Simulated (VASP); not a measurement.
Hf, 16 atoms in the cell. It takes space group P6_3/mmc (No. 194, hexagonal). The conventional cell has a = 3.197 Å, b = 3.197 Å, c = 5.058 Å, α = 90.00°, β = 90.00°, γ = 120.00°. Hf (site symmetry -6m2) is surrounded by 12 Hf at 3.13 to 3.20 Å. 

- Program: VASP 6.6.1
- Task: core levels
- Functional: PBEsol
- Potentials or basis: VASP PAW PBE potentials, release 64 (Hf)
- Cutoff: 500 eV
- k mesh: 6 × 6 × 3
- Occupations: methfessel-paxton, width 0.1 eV
- Spin: no spin polarisation
- Further INCAR settings: ALGO = Fast; EDIFF = 1e-06; NELECT = 65.0

Potentials or basis: VASP PAW PBE potentials, release 64 (Hf).

The run is started by

```bash
$ cat potpaw_PBE.64/Hf/POTCAR potpaw_PBE.64/Hf/POTCAR > POTCAR
$ mpirun -np 4 vasp_std > vasp.out
```

Hardware: 4 MPI ranks on Intel(R) Xeon(R) Platinum 8488C (Sapphire Rapids) (shared host).

Estimate the wall time of this run.

Run time: 2.3 min on 4 MPI ranks on Intel(R) Xeon(R) Platinum 8488C (Sapphire Rapids) (shared host), peak memory 0.54 GiB a rank. Counts: scf iterations 28, k points 14.
